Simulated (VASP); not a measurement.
# VRu: U from linear response, part 4 of 4

Wanted: U by linear response. The start is a cell from a database of measured crystal structures.

VASP 6.6.1, plane waves and PAW; the level of theory is named at each step.

Still holding for the runs below: The k-mesh is coarse for a metal.

So far. Step 7 (Shifted potential, frozen density, alpha 0.1): Energy at zero smearing: -161.97053 eV. Step 8 (Shifted potential, relaxed density, alpha 0.1): Energy at zero smearing: -161.96358 eV.

### Step 9. Shifted potential, frozen density, alpha 0.2

Level of this step: PBEsol, with a shift of one shell's potential, spin-polarised from an antiferromagnetic start; plane waves and PAW (V, V, Ru) (VASP).

INCAR reads:

```
SYSTEM = VRu
PREC = Accurate
ENCUT = 350
EDIFF = 1E-06
NELM = 150
ISMEAR = 1
SIGMA = 0.05
LREAL = .FALSE.
ALGO = Normal
GGA = PS
NBANDS = 100
ISPIN = 2
MAGMOM = 2 -2 2 -2 2 -2 2 -2 0 0 0 0 0 0 0 0
LASPH = .TRUE.
LMAXMIX = 4
LORBIT = 11
LWAVE = .FALSE.
LCHARG = .FALSE.
KPAR = 2
NCORE = 2
AMIX = 0.2
BMIX = 1E-04
AMIX_MAG = 0.8
BMIX_MAG = 1E-04
LDAU = .TRUE.
LDAUTYPE = 3
LDAUL = 2 -1 -1
LDAUU = 0.2 0 0
LDAUJ = 0.2 0 0
ICHARG = 11
```

POSCAR reads:

```
VRu
1.0
    5.9800000000      0.0000000000      0.0000000000
    0.0000000000      5.9800000000      0.0000000000
    0.0000000000      0.0000000000      5.9800000000
V V Ru
1 7 8
Direct
    0.2500000000      0.2500000000      0.2500000000
    0.2500000000      0.2500000000      0.7500000000
    0.2500000000      0.7500000000      0.2500000000
    0.2500000000      0.7500000000      0.7500000000
    0.7500000000      0.2500000000      0.2500000000
    0.7500000000      0.2500000000      0.7500000000
    0.7500000000      0.7500000000      0.2500000000
    0.7500000000      0.7500000000      0.7500000000
    0.0000000000      0.0000000000      0.0000000000
    0.0000000000      0.0000000000      0.5000000000
    0.0000000000      0.5000000000      0.0000000000
    0.0000000000      0.5000000000      0.5000000000
    0.5000000000      0.0000000000      0.0000000000
    0.5000000000      0.0000000000      0.5000000000
    0.5000000000      0.5000000000      0.0000000000
    0.5000000000      0.5000000000      0.5000000000
```

KPOINTS reads:

```
Automatic mesh
0
Gamma
3 3 3
0 0 0
```

The projector-augmented-wave data sets are V, V and Ru (PBE family, release 64).

The run starts from files that an earlier step left in the folder.

The run is started by

```bash
mpirun -np 4 vasp_std
```

Log:

```text
[... set-up lines as in an earlier step ...]
 entering main loop
       N       E                     dE             d eps       ncg     rms          rms(c)
DAV:   1    -0.162347926240E+03   -0.16235E+03   -0.43754E-02  4360   0.839E-01
DAV:   2    -0.162348203613E+03   -0.27737E-03   -0.27737E-03  2496   0.186E-01
DAV:   3    -0.162348206858E+03   -0.32452E-05   -0.32456E-05  3284   0.161E-02
DAV:   4    -0.162348206926E+03   -0.67696E-07   -0.68356E-07  1608   0.225E-03
   1 F= -.16234821E+03 E0= -.16234643E+03  d E =-.532033E-02  mag=    -0.0001
```

It took 12 s on 4 MPI ranks of Intel Xeon Platinum 8488C (Sapphire Rapids), shared host; peak memory 0.81 GiB; 47 s of CPU time.

From OUTCAR (step 9):

```text
  Total      -11.2479683    -11.2479683    -11.2479677      0.0000000     -0.0000000     -0.0000000
  in kB      -84.2715755    -84.2715755    -84.2715714      0.0000000     -0.0000000     -0.0000000
  external PRESSURE =     -84.2715742 kB  Pullay stress =       0.0000000 kB

 POSITION                                       TOTAL-FORCE (eV/Angst)
 -----------------------------------------------------------------------------------
      1.49500      1.49500      1.49500        -0.000000      0.000000      0.000000
      1.49500      1.49500      4.48500        -0.000000      0.000000      0.000000
      1.49500      4.48500      1.49500        -0.000000     -0.000000      0.000000
      1.49500      4.48500      4.48500        -0.000000     -0.000000      0.000000
      4.48500      1.49500      1.49500        -0.000000     -0.000000      0.000000
      4.48500      1.49500      4.48500        -0.000000      0.000000      0.000000
      4.48500      4.48500      1.49500        -0.000000     -0.000000      0.000000
      4.48500      4.48500      4.48500        -0.000000      0.000000      0.000000
      0.00000      0.00000      0.00000         0.083688      0.083688      0.083680
      0.00000      0.00000      2.99000         0.083688      0.083688     -0.083680
      0.00000      2.99000      0.00000         0.083688     -0.083688      0.083680
      0.00000      2.99000      2.99000         0.083688     -0.083688     -0.083680
      2.99000      0.00000      0.00000        -0.083688      0.083688      0.083680
      2.99000      0.00000      2.99000        -0.083688      0.083688     -0.083680
      2.99000      2.99000      0.00000        -0.083688     -0.083688      0.083680
      2.99000      2.99000      2.99000        -0.083688     -0.083688     -0.083680
 -----------------------------------------------------------------------------------
    total drift:                                0.000000      0.000000      0.000000

  FREE ENERGIE OF THE ION-ELECTRON SYSTEM (eV)
  ---------------------------------------------------
  free  energy   TOTEN  =      -162.3482069257 eV

  energy  without entropy=     -162.3428865976  energy(sigma->0) =     -162.34643348

 magnetization (x)
# of ion       s       p       d       tot
------------------------------------------
    1        0.000   0.000   0.003   0.003
    2       -0.000  -0.000  -0.004  -0.004
    3        0.000   0.000   0.000   0.000
    4       -0.000   0.000   0.000   0.000
    5        0.000   0.000   0.000   0.000
    6       -0.000   0.000   0.000   0.000
    7       -0.000  -0.000  -0.004  -0.004
    8        0.000   0.000   0.002   0.002
    9       -0.000  -0.000  -0.000  -0.000
   10       -0.000  -0.000  -0.000  -0.000
   11       -0.000  -0.000  -0.000  -0.000
   12       -0.000  -0.000  -0.000  -0.000
   13       -0.000  -0.000  -0.000  -0.000
[...]
--------------------------------------------------
tot         -0.000  -0.000  -0.003  -0.003

[... 2 parts as in an earlier step ...]

[... 1 further part left out ...]
[key lines of the parts left out:]
E-fermi :  10.0287
```

Energy at zero smearing: -162.34643 eV.

### Step 10. Shifted potential, relaxed density, alpha 0.2

INCAR, as its differences from that of step 9:

```diff
@@ -29,2 +29 @@
 LDAUJ = 0.2 0 0
-ICHARG = 11
```

POSCAR is that of step 9.

KPOINTS is that of step 9.

The run is started by

```bash
mpirun -np 4 vasp_std
```

Log:

```text
[... set-up lines as in an earlier step ...]
 entering main loop
       N       E                     dE             d eps       ncg     rms          rms(c)
DAV:   1    -0.162347877901E+03   -0.16235E+03   -0.43633E-02  4376   0.838E-01    0.170E+00
DAV:   2    -0.162709284670E+03   -0.36141E+00   -0.10237E+00  3456   0.667E+00    0.578E+00
DAV:   3    -0.162329465802E+03    0.37982E+00   -0.30626E-01  3520   0.467E+00    0.104E+00
DAV:   4    -0.162321100063E+03    0.83657E-02   -0.23353E-02  3664   0.960E-01    0.388E-01
[...]
DAV:  12    -0.162320279404E+03    0.79005E-05   -0.36404E-06  2720   0.197E-02    0.198E-02
DAV:  13    -0.162320275522E+03    0.38823E-05   -0.68483E-06  2960   0.121E-02    0.114E-02
DAV:  14    -0.162320275418E+03    0.10414E-06   -0.61864E-07  1352   0.560E-03
   1 F= -.16232028E+03 E0= -.16231881E+03  d E =-.438850E-02  mag=     0.0005
```

Elapsed: 35 s, on 4 MPI ranks; peak memory 0.93 GiB.

OUTCAR, selected parts (step 10):

```text
  Total      -11.3633072    -11.3633072    -11.3641551      0.0000000     -0.0000000      0.0000000
  in kB      -85.1357130    -85.1357130    -85.1420654      0.0000000     -0.0000000      0.0000000
  external PRESSURE =     -85.1378305 kB  Pullay stress =       0.0000000 kB

 POSITION                                       TOTAL-FORCE (eV/Angst)
 -----------------------------------------------------------------------------------
      1.49500      1.49500      1.49500         0.000000     -0.000000      0.000000
      1.49500      1.49500      4.48500         0.000000     -0.000000      0.000000
      1.49500      4.48500      1.49500         0.000000     -0.000000      0.000000
      1.49500      4.48500      4.48500         0.000000     -0.000000      0.000000
      4.48500      1.49500      1.49500        -0.000000     -0.000000      0.000000
      4.48500      1.49500      4.48500         0.000000     -0.000000      0.000000
      4.48500      4.48500      1.49500        -0.000000     -0.000000      0.000000
      4.48500      4.48500      4.48500         0.000000     -0.000000      0.000000
      0.00000      0.00000      0.00000         0.019014      0.019014      0.019009
      0.00000      0.00000      2.99000         0.019014      0.019014     -0.019009
      0.00000      2.99000      0.00000         0.019014     -0.019014      0.019009
      0.00000      2.99000      2.99000         0.019014     -0.019014     -0.019009
      2.99000      0.00000      0.00000        -0.019014      0.019014      0.019009
      2.99000      0.00000      2.99000        -0.019014      0.019014     -0.019009
      2.99000      2.99000      0.00000        -0.019014     -0.019014      0.019009
      2.99000      2.99000      2.99000        -0.019014     -0.019014     -0.019009
 -----------------------------------------------------------------------------------
    total drift:                                0.000000      0.000000      0.000000

  FREE ENERGIE OF THE ION-ELECTRON SYSTEM (eV)
  ---------------------------------------------------
  free  energy   TOTEN  =      -162.3202754180 eV

  energy  without entropy=     -162.3158869148  energy(sigma->0) =     -162.31881258

 magnetization (x)
# of ion       s       p       d       tot
------------------------------------------
    1        0.000   0.000   0.004   0.004
    2       -0.000  -0.000  -0.006  -0.006
    3        0.000   0.000   0.001   0.001
    4        0.000   0.000   0.001   0.001
    5        0.000   0.000   0.001   0.001
    6        0.000   0.000   0.001   0.001
    7       -0.000  -0.000  -0.006  -0.006
    8        0.000   0.000   0.004   0.005
    9        0.000   0.000   0.000   0.000
   10        0.000   0.000   0.000   0.000
   11        0.000   0.000   0.000   0.000
   12        0.000   0.000   0.000   0.000
   13        0.000   0.000   0.000   0.000
[...]
--------------------------------------------------
tot          0.000   0.000   0.001   0.001

[... 2 parts as in an earlier step ...]

[... 1 further part left out ...]
[key lines of the parts left out:]
E-fermi :  10.0332
```

Energy at zero smearing: -162.31881 eV.

The run ends at a pressure of -8.51 GPa, with forces up to 0.033 eV/Å.

### Step 11. Summary

This step: linear-response U, PBEsol; plane waves and PAW (VASP 6.6.1).

Derived from the runs above.

Numbers from this step:

- bare response: 1.628 e/eV
- screened response: 0.2270 e/eV
- U from linear response: 3.791 eV

Change of the charge in the shell of the shifted atom, thousandths of an electron against potential shift:

| potential shift (eV) | frozen density (e) | relaxed density (e) |
| --- | --- | --- |
| -0.200 | -326 | -45 |
| -0.100 | -164 | -22 |
| 0.000 | 0 | 0 |
| 0.100 | 162 | 23 |
| 0.200 | 325 | 46 |

### Step 12. Summary of results

| Property | Result |
| --- | --- |
| U from linear response | 3.79 eV |
| bare response | 1.63 e/eV |
| screened response | 0.227 e/eV |

In words: Linear response gives U = 3.8 eV for the d shell of V. The moments of the start collapsed, so this U belongs to a non-magnetic state, which need not be the crystal's. U = 1/χ − 1/χ₀, with χ the screened and χ₀ the bare slope of the shell's charge; in this program a positive shift raises the charge. The charges are printed to three decimals, which adds noise to both slopes. The value belongs to this projector sphere, magnetic state and cell; a small cell changes it, since the images are shifted too. The bare response exceeds the screened one, as it must for a positive U.

[Lines on the potential files, build, host, timing and source positions are cut from VASP's logs without a mark.]

[Logs are printed without paths, hosts, clocks, repeated set-up lines and the standing remarks that a program may print on its own settings, such as how far it seeks lower states.]

[Hosts, paths, dates, database ids (printed as entryN), source tags and the programs' standing remarks are cut or masked in the printed files.]

[In band tables of VASP the shares of atoms and orbitals are scaled to a sum of 1 inside the atoms' spheres.]

[Runs that stopped without an error message from VASP are left out.]
